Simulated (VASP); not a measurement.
Calculation: PBE GGA, VASP's PBE PAW potentials (set 64) (plane waves; VASP 6.6.1).

VASP ran on this input.

KPOINTS:
```
Automatic mesh
0
Gamma
6 6 4
0 0 0
```

INCAR:
```
# general
SYSTEM  = VSi
PREC    = Accurate
ENCUT   = 300
LREAL   = .FALSE.
LASPH   = .TRUE.

# electronic loop
EDIFF   = 1E-6
NELM    = 100
ALGO    = Normal
LMAXMIX = 4

# smearing
ISMEAR  = 0
SIGMA   = 0.1

# functional
GGA     = PE

# spin
ISPIN   = 2
MAGMOM  = 2*2.0 2*0.0

# ions
ISIF    = 2

# output
LWAVE   = .FALSE.
LCHARG  = .FALSE.
LORBIT  = 11
```

### POSCAR
```
VSi
1
    3.7316370000     0.0000000000     0.0000000000
   -1.8658190000     3.2316930000     0.0000000000
    0.0000000000     0.0000000000     5.2009890000
V Si
2 2
Direct
 -0.0009640000   0.0072080000   0.0069530000
 -0.0137400000  -0.0065210000   0.4922810000
  0.3374750000   0.6656260000   0.2505810000
  0.6772290000   0.3336860000   0.7501850000
```

POTCAR, in this order: V_sv Si (PBE.64 set). Program: vasp_std.

The run wrote:

OSZICAR:
```
       N       E                     dE             d eps       ncg     rms          rms(c)
DAV:   1     0.237443587468E+03    0.23744E+03   -0.14259E+04  8296   0.102E+03
DAV:   2    -0.202527237228E+02   -0.25770E+03   -0.24918E+03  7423   0.366E+02
DAV:   3    -0.324234801443E+02   -0.12171E+02   -0.11649E+02  9422   0.758E+01
DAV:   4    -0.326325031404E+02   -0.20902E+00   -0.20859E+00  7860   0.934E+00
DAV:   5    -0.326362689459E+02   -0.37658E-02   -0.37645E-02  9107   0.126E+00    0.301E+01
DAV:   6    -0.306190979930E+02    0.20172E+01   -0.67796E+01  8224   0.594E+01    0.140E+01
DAV:   7    -0.289324467587E+02    0.16867E+01   -0.25665E+01  8332   0.376E+01    0.827E+00
DAV:   8    -0.286641778432E+02    0.26827E+00   -0.19263E+00  8278   0.109E+01    0.346E+00
DAV:   9    -0.287240839061E+02   -0.59906E-01   -0.13804E+00  9522   0.843E+00    0.380E+00
DAV:  10    -0.286172174197E+02    0.10687E+00   -0.54543E-01  9406   0.518E+00    0.999E-01
DAV:  11    -0.286174609326E+02   -0.24351E-03   -0.11072E-02  7790   0.840E-01    0.412E-01
DAV:  12    -0.286171283454E+02    0.33259E-03   -0.79766E-03  9055   0.716E-01    0.178E-01
DAV:  13    -0.286170671821E+02    0.61163E-04   -0.73356E-04  8804   0.233E-01    0.580E-02
DAV:  14    -0.286170685994E+02   -0.14172E-05   -0.43243E-05  8693   0.554E-02    0.283E-02
DAV:  15    -0.286170684664E+02    0.13295E-06   -0.45591E-06  7301   0.190E-02
   1 F= -.28617068E+02 E0= -.28611547E+02  d E =-.110423E-01  mag=    -0.0002
```

OUTCAR:
```
------------------------ aborting loop because EDIFF is reached ----------------------------------------
  FORCE on cell =-STRESS in cart. coord.  units (eV):
  Direction    XX          YY          ZZ          XY          YZ          ZX
  --------------------------------------------------------------------------------------
  Total       -2.1331732     -2.1035224      4.6501879     -0.0546284      0.0687220      0.0935191
  in kB      -54.4905607    -53.7331499    118.7861107     -1.3954488      1.7554596      2.3888857
  external PRESSURE =       3.5208001 kB  Pullay stress =       0.0000000 kB
  volume of cell :       62.72
      direct lattice vectors                 reciprocal lattice vectors
     3.731637000  0.000000000  0.000000000     0.267978906  0.154717708  0.000000000
    -1.865819000  3.231693000  0.000000000     0.000000000  0.309435333  0.000000000
     0.000000000  0.000000000  5.200989000     0.000000000  0.000000000  0.192271124
 POSITION                                       TOTAL-FORCE (eV/Angst)
 -----------------------------------------------------------------------------------
      3.71459      0.02329      0.03616         0.364248     -0.290592     -0.343936
      1.82671      3.21062      2.56035         0.617195      0.227891      0.405185
      0.01740      2.15110      1.30327        -0.439013      0.020898     -0.050629
      1.90458      1.07837      3.90170        -0.542429      0.041803     -0.010621
 -----------------------------------------------------------------------------------
    total drift:                               -0.000243      0.000402     -0.000381
  FREE ENERGIE OF THE ION-ELECTRON SYSTEM (eV)
  ---------------------------------------------------
  free  energy   TOTEN  =       -28.6170684664 eV

  energy  without entropy=      -28.6060261706  energy(sigma->0) =      -28.61154732

 total charge

# of ion       s       p       d       tot
------------------------------------------
    1        2.288   6.228   3.052  11.568
    2        2.289   6.229   3.054  11.572
    3        0.793   0.924   0.000   1.717
    4        0.792   0.902   0.000   1.695
--------------------------------------------------
tot          6.162  14.284   6.106  26.552

 magnetization (x)

# of ion       s       p       d       tot
------------------------------------------
    1       -0.000  -0.000  -0.000  -0.000
    2        0.000   0.000   0.000   0.000
    3       -0.000  -0.000   0.000  -0.000
    4       -0.000  -0.000   0.000  -0.000
--------------------------------------------------
tot         -0.000  -0.000  -0.000  -0.000
```
(Selected blocks of OUTCAR.)

### OUTCAR
```
 val. band max:        7.7979390676   @ k =  -0.1667   0.1667   0.5000

 cond. band min:       7.9178889660   @ k =   0.5000   0.3333   0.5000


 Fermi energy:         7.9012095118

 spin component 1

 k-point     1 :       0.0000    0.0000    0.0000
  band No.  band energies     occupation
      1     -56.1712      1.00000
      2     -56.0856      1.00000
      3     -30.1449      1.00000
      4     -30.1197      1.00000
      5     -30.1171      1.00000
      6     -30.0469      1.00000
      7     -30.0441      1.00000
      8     -29.5244      1.00000
      9      -2.2263      1.00000
     10       2.1759      1.00000
     11       3.4327      1.00000
     12       5.4284      1.00000
     13       5.4384      1.00000
     14       6.3605      1.00000
     15       7.1563      1.00000
     16       7.1590      1.00000
     17       7.7745      0.96345
     18       7.7856      0.94899
     19       9.7974      0.00000
     20       9.8074      0.00000
     21      10.8304      0.00000
     22      10.9079      0.00000
     23      12.0949      0.00000

 k-point     2 :       0.1667   -0.0000    0.0000
  band No.  band energies     occupation
      1     -56.1707      1.00000
      2     -56.0852      1.00000
      3     -30.1435      1.00000
      4     -30.1268      1.00000
      5     -30.1193      1.00000
      6     -30.0522      1.00000
      7     -30.0457      1.00000
      8     -29.5248      1.00000
      9      -1.8370      1.00000
     10       2.0195      1.00000
     11       3.8435      1.00000
     12       5.4362      1.00000
     13       5.5422      1.00000
     14       6.2444      1.00000
     15       6.7852      1.00000
     16       7.0532      1.00000
     17       7.4001      1.00000
     18       7.9994      0.08249
     19       9.6980      0.00000
     20       9.7721      0.00000
     21       9.9329      0.00000
     22      10.4232      0.00000
     23      11.8692      0.00000
...
```

At this cut-off the stress carries a Pulay error, which pulls relaxed volumes low.

The structure was generated: VSi was put into an ordered model structure, which need not be its known phase. The cell was not relaxed at this level, atoms are displaced from their ideal sites. The k-mesh is coarse (spacing up to 0.32 per Å, 2π included), so the numbers may not be converged in it.
